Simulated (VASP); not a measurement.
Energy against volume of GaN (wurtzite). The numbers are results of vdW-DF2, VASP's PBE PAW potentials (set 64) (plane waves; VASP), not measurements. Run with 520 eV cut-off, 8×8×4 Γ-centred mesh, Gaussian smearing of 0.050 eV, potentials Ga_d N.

Shape and ions are relaxed at each volume.

```json
[
 {"V (Å³/atom)": "11.771", "E (eV/atom)": "-3.31435"},
 {"V (Å³/atom)": "12.147", "E (eV/atom)": "-3.33223"},
 {"V (Å³/atom)": "12.523", "E (eV/atom)": "-3.33789"},
 {"V (Å³/atom)": "12.898", "E (eV/atom)": "-3.33320"}
]
```

Problem. Fit these four points and predict the energy of the run at 13.274 Å³/atom.

Solution. A cubic in V^(−2/3), the third-order Birch-Murnaghan form, passes through the four points with V0 = 12.53 Å³/atom and B0 = 147 GPa, and gives -3.3197 eV/atom there. The run gave -3.3198 eV/atom, -0.1 meV/atom from the fit; all five points give B0 = 146 GPa.

The compound is GaN in the wurtzite structure. It was relaxed first, which changed the volume by +10 %.
